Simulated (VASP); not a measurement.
```yaml
crystal:
  lattice:
    - [0.00000, 2.22917, 2.22917]
    - [2.22917, 0.00000, 2.22917]
    - [2.22917, 2.22917, 0.00000]
  atoms:
    - { symbol: Hf, position: [0.00000, 0.00000, 0.00000] }
    - { symbol: N, position: [0.50000, 0.50000, 0.50000] }
```

All values below come from PBE GGA with D3 dispersion (Becke-Johnson damping), VASP's PBE PAW potentials (set 64) (plane waves; VASP). Run with 520 eV cut-off, 14×14×14 Γ-centred mesh, first-order Methfessel-Paxton smearing of 0.10 eV, potentials Hf_pv N.

Question: Give the stress tensor in GPa (positive for a compressed cell).

Answer: 
```
9.25  0.00  0.00
0.00  9.25  0.00
0.00  0.00  9.25
```
The pressure is its mean diagonal, 9.25 GPa.

The compound is HfN in the rock salt structure. This cell is one point of a volume scan, at 0.97 of the reference volume. The electron count is odd and the run is not spin-polarised, which forces a metal.
